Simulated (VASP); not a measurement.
Given:

```
VSe
1.0
    0.00000     2.79610     2.79610
    2.79610     0.00000     2.79610
    2.79610     2.79610     0.00000
V Se
1 1
Direct
  0.00000   0.00000   0.00000
  0.25000   0.25000   0.25000
```
Starting moments (μB, in the order of the record's atoms V Se): -2.1 0.1.

The numbers are results of PBEsol GGA, VASP's PBE PAW potentials (set 64) (plane waves; VASP 6.6.1), not measurements. Run with 400 eV cut-off, Gaussian smearing of 0.050 eV, potentials V_sv Se.

Question: Give the spin-up energies of bands 6 to 13 at the high-symmetry points, in eV from the Fermi level.

Answer: 
| band | Γ | X | U | L | W |
|---|---|---|---|---|---|
| 6 | -3.73 | -5.57 | -5.13 | -5.61 | -4.81 |
| 7 | -3.73 | -3.53 | -4.34 | -3.55 | -4.58 |
| 8 | -3.73 | -3.53 | -3.50 | -3.55 | -3.69 |
| 9 | 1.20 | -0.50 | -0.28 | 1.00 | -0.39 |
| 10 | 1.20 | 1.26 | 1.13 | 1.35 | 0.72 |
| 11 | 1.74 | 1.55 | 1.17 | 1.35 | 1.72 |
| 12 | 3.98 | 1.55 | 2.14 | 2.54 | 1.76 |
| 13 | 3.98 | 1.82 | 2.33 | 2.54 | 2.68 |

Question: Give the spin-down energies of bands 6 to 13 at the high-symmetry points, in eV from the Fermi level.

Answer: 
```tsv
band	Γ	X	U	L	W
6	-4.24	-6.01	-5.55	-5.94	-5.20
7	-4.24	-3.81	-4.63	-4.04	-4.98
8	-4.24	-3.81	-3.87	-4.04	-3.93
9	-0.98	-1.54	-1.48	-0.75	-1.57
10	-0.98	-0.59	-0.75	-0.75	-0.91
11	1.25	-0.55	-0.55	-0.41	-0.55
12	2.89	0.10	0.35	1.35	0.23
13	2.89	0.10	0.58	1.35	0.74
```

It has no gap at this level: it comes out as a metal or semimetal.

The structure was generated: VSe was put into the zinc blende type (F-43m), which need not be its known phase. It was relaxed first, which changed the volume by -30 %.
